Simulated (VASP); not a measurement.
Level of theory: rev-vdW-DF2, VASP's PBE PAW potentials (set 64) (plane waves; VASP).

The input files of a VASP run:

INCAR:
```
SYSTEM=AgCl
PREC=Accurate; ENCUT=520; LREAL=.FALSE.
LASPH=.TRUE.
EDIFF=1E-7; NELM=100; ALGO=Normal
LMAXMIX=4
ISMEAR=0; SIGMA=0.05
GGA=MK; LUSE_VDW=.TRUE.; AGGAC=0.0
PARAM1=0.1234568; PARAM2=0.7114; ZAB_VDW=-1.8867
ISIF=2
LWAVE=.FALSE.; LCHARG=.FALSE.
```

**POSCAR**
```
AgCl
1
    0.0000000000     2.8159993384     2.8159993384
    2.8159993384     0.0000000000     2.8159993384
    2.8159993384     2.8159993384     0.0000000000
Ag Cl
1 1
Direct
  0.0000000000   0.0000000000   1.0000000000
  0.5000000000   0.5000000000   0.5000000000
```

### KPOINTS
```
Automatic mesh
0
Gamma
8 8 8
0 0 0
```

POTCAR, in this order: Ag Cl (PBE.64 set). Program: vasp_std.

**Question.** Estimate the energy per atom (σ→0), pressure, band gap (on the k-mesh).

**Answer.** 
```json
{
 "energy per atom (σ→0)": "-0.630 eV/atom",
 "band gap (on the k-mesh)": "0.84 eV",
 "pressure": "-2.56 GPa"
}
```

### OSZICAR
```
...
DAV:   6    -0.126287139367E+01    0.18718E+00   -0.36937E-01   844   0.839E+00    0.361E+00
DAV:   7    -0.126029851791E+01    0.25729E-02   -0.97731E-02   759   0.251E+00    0.189E+00
DAV:   8    -0.125913132891E+01    0.11672E-02   -0.59936E-03   784   0.962E-01    0.263E-01
DAV:   9    -0.125907887429E+01    0.52455E-04   -0.65900E-04   854   0.415E-01    0.440E-02
DAV:  10    -0.125912856963E+01   -0.49695E-04   -0.11956E-04   779   0.107E-01    0.298E-02
DAV:  11    -0.125913119806E+01   -0.26284E-05   -0.24574E-06   804   0.192E-02    0.521E-03
DAV:  12    -0.125913128623E+01   -0.88169E-07   -0.34829E-07   851   0.683E-03
   1 F= -.12591313E+01 E0= -.12591313E+01  d E =-.392582E-18
```

The compound is AgCl in the rock salt structure. This cell is one point of a volume scan, at 1.06 of the reference volume.
